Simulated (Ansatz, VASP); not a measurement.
# SiTeS (1T-SiSTe bilayer, AA): VASP beside Ansatz, part 2 of 2

One calculation is typed for both programs; each brings its own data sets. How far apart do they land? The structure shown is the start of the Ansatz relaxation below; VASP solves that cell, so the two are compared at the walk's first step.

VASP 6.6.1 and Ansatz 0.2.0.

So far: The structure; Ansatz: relaxation, PBEsol with D3(BJ).

## (3) VASP: single point, PBEsol with D3(BJ), start cell

Level of this step: PBEsol with D3(BJ); plane waves and PAW (Te, Si, S) (VASP).

The same cell, functional, mesh and smearing now go to VASP, with its own data sets.

Lines of VASP's logs that name or quote its potential files are left out, and so is its time.

INCAR reads:

```
SYSTEM = SiTeS
PREC = Accurate
ENCUT = 400
EDIFF = 1E-06
NELM = 120
ISMEAR = -1
SIGMA = 0.05
LREAL = .FALSE.
ALGO = Normal
GGA = PS
IVDW = 12
NBANDS = 22
LORBIT = 11
LWAVE = .FALSE.
LCHARG = .FALSE.
ISIF = 2
LDIPOL = .TRUE.
IDIPOL = 3
DIPOL = 0.5 0.5 0.502
LVHAR = .TRUE.
LASPH = .TRUE.
GGA_COMPAT = .FALSE.
NELMDL = -8
KPAR = 2
```

POSCAR reads:

```
SiTeS
1.0
    3.3612980000      0.0000000000      0.0000000000
   -1.6806490000      2.9109700000      0.0000000000
    0.0000000000      0.0000000000     46.5595580000
Te Si S
2 2 2
Direct
    0.6666666094      0.3333332188      0.4166706222
    0.6666666094      0.3333332188      0.5338276407
    0.0000000000      0.0000000000      0.4469619750
    0.0000000000      0.0000000000      0.5641189936
    0.3333333906      0.6666667812      0.4661723593
    0.3333333906      0.6666667812      0.5833293778
```

KPOINTS reads:

```
Automatic mesh
0
Gamma
12 12 1
0 0 0
```

The projector-augmented-wave data sets are Te, Si and S (PBE family, release 64).

Command:

```sh
$ mpirun -np 2 vasp_std
```

Numbers of over 12 decimals in the logs are rounded to 6 here.

What it wrote:

```text
[banner, memory and clock lines left out]
running    2 mpi-ranks, on    1 nodes
 distrk:  each k-point on    1 cores,    2 groups
 distr:  one band on    1 cores,    1 groups

 POSCAR found type information on POSCAR TeSiS
 POSCAR found :  3 types and       6 ions
|                                                                             |
|               ----> ADVICE to this user running VASP <----                  |
|                                                                             |
|     You enforced a specific xc type in the INCAR file but a different       |
|     [... a line on the potential file left out ...]
|     I HOPE YOU KNOW WHAT YOU ARE DOING!                                     |
|                                                                             |

 LDA part: xc-table for (Slater+PW92), standard interpolation
 POSCAR, INCAR and KPOINTS ok, starting setup
 FFT: planning ... GRIDC
 FFT: planning ... GRID_SOFT
 FFT: planning ... GRID
 WAVECAR not read
 entering main loop
       N       E                     dE             d eps       ncg     rms          rms(c)
DAV:   1     0.251623109262E+03    0.25162E+03   -0.90223E+03   876   0.836E+02
DAV:   2     0.528455091859E+01   -0.24634E+03   -0.23677E+03  1298   0.188E+02
DAV:   3    -0.238049354706E+02   -0.29089E+02   -0.28513E+02  1118   0.759E+01
DAV:   4    -0.247529856654E+02   -0.94805E+00   -0.94234E+00  1180   0.157E+01
DAV:   5    -0.247820682069E+02   -0.29083E-01   -0.29063E-01  1228   0.260E+00
DAV:   6    -0.247828089803E+02   -0.74077E-03   -0.74064E-03  1210   0.377E-01
DAV:   7    -0.247828297551E+02   -0.20775E-04   -0.20773E-04  1250   0.559E-02
DAV:   8    -0.247828301766E+02   -0.42151E-06   -0.42130E-06  1018   0.746E-03    0.236E+01
DAV:   9    -0.240022913495E+02    0.78054E+00   -0.13121E+00  1016   0.620E+00    0.131E+01
DAV:  10    -0.243986738874E+02   -0.39638E+00   -0.38860E+00  1160   0.913E+00    0.406E+00
DAV:  11    -0.243341251873E+02    0.64549E-01   -0.86696E+00  1126   0.118E+01    0.224E+00
DAV:  12    -0.238458191538E+02    0.48831E+00   -0.19629E+00  1064   0.681E+00    0.971E-01
DAV:  13    -0.238451060811E+02    0.71307E-03   -0.19235E-01  1012   0.210E+00    0.794E-01
DAV:  14    -0.238459524043E+02   -0.84632E-03   -0.19910E-02  1112   0.706E-01    0.472E-01
[...]
DAV:  25    -0.238456879467E+02   -0.11875E-04   -0.19674E-06   900   0.102E-02    0.848E-03
DAV:  26    -0.238456971013E+02   -0.91545E-05   -0.21003E-06   734   0.642E-03    0.506E-03
DAV:  27    -0.238457176403E+02   -0.20539E-04   -0.16187E-06   800   0.521E-03    0.310E-03
DAV:  28    -0.238457326376E+02   -0.14997E-04   -0.11257E-06   732   0.386E-03    0.382E-03
DAV:  29    -0.238457373094E+02   -0.46718E-05   -0.14290E-07   706   0.185E-03    0.278E-03
DAV:  30    -0.238457459092E+02   -0.85998E-05   -0.28877E-07   710   0.301E-03    0.157E-03
DAV:  31    -0.238457475107E+02   -0.16015E-05   -0.18175E-07   664   0.204E-03    0.139E-03
DAV:  32    -0.238457480670E+02   -0.55627E-06   -0.41759E-08   604   0.984E-04
   1 F= -.25838483E+02 E0= -.25830917E+02  d E =-.151331E-01
```

From OUTCAR (step 3):

```text
ion  position               nearest neighbor table
   1  0.667  0.333  0.417-   3 2.40   3 2.40   3 2.40   5 3.01   5 3.01   5 3.01
   2  0.667  0.333  0.534-   4 2.40   4 2.40   4 2.40   6 3.01   6 3.01   6 3.01
   3  0.000  0.000  0.447-   5 2.14   5 2.14   5 2.14   1 2.40   1 2.40   1 2.40
   4  0.000  0.000  0.564-   6 2.14   6 2.14   6 2.14   2 2.40   2 2.40   2 2.40
   5  0.333  0.667  0.466-   3 2.14   3 2.14   3 2.14   1 3.01   1 3.01   1 3.01
   6  0.333  0.667  0.583-   4 2.14   4 2.14   4 2.14   2 3.01   2 3.01   2 3.01

  LATTYP: Found a hexagonal cell.
 ALAT       =     3.3612980000
 C/A-ratio  =    13.8516602812

 Subroutine GETGRP returns: Found  6 space group operations
 (whereof  6 operations were pure point group operations)

The static configuration has the point symmetry C_3v.

 Found     19 irreducible k-points:

   k-points           NKPTS =     19   k-points in BZ     NKDIM =     19   number of bands    NBANDS=     22

   dimension x,y,z NGX =    24 NGY =   24 NGZ =  320
   dimension x,y,z NGXF=    48 NGYF=   48 NGZF=  640

   ENCUT  =  400.0 eV  29.40 Ry    5.42 a.u.   5.48  5.48 75.93*2*pi/ulx,y,z

   NELECT =      32.0000    total number of electrons

 k-points in reciprocal lattice and weights: Automatic mesh
   0.00000000  0.00000000  0.00000000       0.007
   0.08333333  0.00000000  0.00000000       0.042
   0.16666667  0.00000000  0.00000000       0.042
   0.25000000  0.00000000  0.00000000       0.042
   0.33333333  0.00000000  0.00000000       0.042
   0.41666667  0.00000000  0.00000000       0.042
   0.50000000  0.00000000  0.00000000       0.021
   0.08333333  0.08333333  0.00000000       0.042
   0.16666667  0.08333333  0.00000000       0.083
[...]
0.33333333  0.25000000  0.00000000       0.083
   0.33333333  0.33333333  0.00000000       0.014

 dipolmoment           0.000000      0.000000      0.010662 electrons x Angstroem

 average (electrostatic) potential at core
       1 -95.5196       2 -95.4985       3 -91.6406       4 -91.6305       5 -93.9927
       6 -93.9451

 E-fermi :  -1.7834

 k-point     1 :       0.0000    0.0000    0.0000
  band No.  band energies     occupation
    ...
     12      -2.2998      1.99993
     13      -2.1246      1.99783
     14      -2.1246      1.99783
     15      -2.0779      1.99448
     16      -2.0779      1.99448
     17      -0.2989      0.00000
     18      -0.1435      0.00000
     19       2.5400      0.00000
     20       2.5400      0.00000
     21       2.5713      0.00000
    ...

 k-point     2 :       0.0833    0.0000    0.0000
  band No.  band energies     occupation
    ...
     12      -2.7147      2.00000
     13      -2.6430      2.00000
     14      -2.1725      1.99917
     15      -1.9614      1.94475
     16      -1.9263      1.89147
     17       0.2007      0.00000
     18       0.3095      0.00000
     19       1.9390      0.00000
     20       2.1566      0.00000
     21       2.3924      0.00000
    ...

 k-point     3 :       0.1667    0.0000    0.0000
  band No.  band energies     occupation
    ...
     12      -3.9131      2.00000
     13      -3.3161      2.00000
     14      -2.2088      1.99960
     15      -1.8124      1.28225
     16      -1.7475      0.65577
     17       0.2105      0.00000
     18       0.4885      0.00000
     19       2.0244      0.00000
     20       2.1045      0.00000
     21       2.5457      0.00000
    ...

 Edisp (eV)   -1.99274

  Total      23.88769    23.88769    25.56977    -0.00000     0.00000     0.00000
  in kB      84.01001    84.01004    89.92568    -0.00000     0.00000     0.00000
  external pressure =       85.98 kB  Pullay stress =        0.00 kB

  energy-cutoff  :      400.00
  volume of cell :      455.57
      direct lattice vectors                 reciprocal lattice vectors
     3.361298000  0.000000000  0.000000000     0.297504119  0.171764051  0.000000000
    -1.680649000  2.910970000  0.000000000     0.000000000  0.343528102  0.000000000
     0.000000000  0.000000000 46.559558000     0.000000000  0.000000000  0.021477867

 POSITION                                       TOTAL-FORCE (eV/Angst)
 -----------------------------------------------------------------------------------
      1.68065      0.97032     19.40000        -0.000000     -0.000000     -5.740069
      1.68065      0.97032     24.85478        -0.000000     -0.000000     -5.875147
      0.00000      0.00000     20.81035         0.000000      0.000000      0.532267
      0.00000      0.00000     26.26513        -0.000000      0.000000      0.486127
      0.00000      1.94065     21.70478         0.000000      0.000000      5.253627
      0.00000      1.94065     27.15956        -0.000000     -0.000000      5.343194
 -----------------------------------------------------------------------------------
    total drift:                               -0.000000     -0.000176     -0.000380

  FREE ENERGIE OF THE ION-ELECTRON SYSTEM (eV)
  ---------------------------------------------------
  free  energy   TOTEN  =       -25.8384832553 eV

  energy  without entropy=      -25.8233501464  energy(sigma->0) =      -25.83091670

 vacuum level on the upper side and lower side of the slab         3.455         3.258

 total charge
# of ion       s       p       d       tot
------------------------------------------
    1        1.395   2.188   0.102   3.685
    2        1.397   2.185   0.104   3.685
    3        0.706   0.977   0.000   1.683
    4        0.704   0.978   0.000   1.682
    5        1.334   2.507   0.000   3.841
    6        1.334   2.512   0.000   3.846
--------------------------------------------------
tot          6.870  11.346   0.206  18.423

[... 3 further parts left out ...]
```

## (4) Side by side

Known differences besides the potentials themselves: Ansatz cuts the interaction across the vacuum, VASP repeats the sheet with a dipole correction; the data sets hold 52 valence electrons in Ansatz (on its default PAW (the set named soft_2) files) and 32 in VASP; the cutoff is 420 eV in Ansatz and 400 eV in VASP; Ansatz makes its cores anew for this functional, VASP keeps those of its PBE data sets. Total energies have different zeros and are not compared.

Forces (eV/Å; atoms numbered as in POSCAR):

```csv
atom,"Ansatz x, y, z","VASP x, y, z"
Te1,"0.000, 0.000, -5.614","0.000, 0.000, -5.740"
Te2,"0.000, 0.000, -5.756","0.000, 0.000, -5.875"
Si3,"0.000, 0.000, 0.418","0.000, 0.000, 0.532"
Si4,"0.000, 0.000, 0.380","0.000, 0.000, 0.486"
S5,"0.000, 0.000, 5.244","0.000, 0.000, 5.254"
S6,"0.000, 0.000, 5.328","0.000, 0.000, 5.343"
```

The forces differ by 55 meV/Å r.m.s., which is 2.1 % of the r.m.s. force of 2.626 eV/Å (both taken over all components). With vacuum in the cell, a pressure given here is an average over mostly empty space and none of the material.

## (5) Outcome

| Quantity | Value |
| --- | --- |
| r.m.s. force difference (single point, PBEsol with D3(BJ), start cell) | 2.1 % of the r.m.s. force |

In words: The r.m.s. force difference is 2.1 % of the r.m.s. force (single point, PBEsol with D3(BJ), start cell), within the 3 % picked in this series as the mark of a large difference. The data sets hold unlike numbers of valence electrons (52 in Ansatz and 32 in VASP), so part of the differences comes from the potentials. 1 further run of this series is not shown here. Such differences can come from data sets, numerical settings and the points named under the comparisons, not from the functional's error against experiment.

[Lines on the potential files, build, host, timing and source positions are cut from VASP's logs without a mark.]

[Logs are printed without paths, hosts, clocks, repeated set-up lines and the standing remarks that a program may print on its own settings, such as how far it seeks lower states.]

[Hosts, paths, dates, database ids (printed as entryN), source tags and the programs' standing remarks are cut or masked in the printed files.]
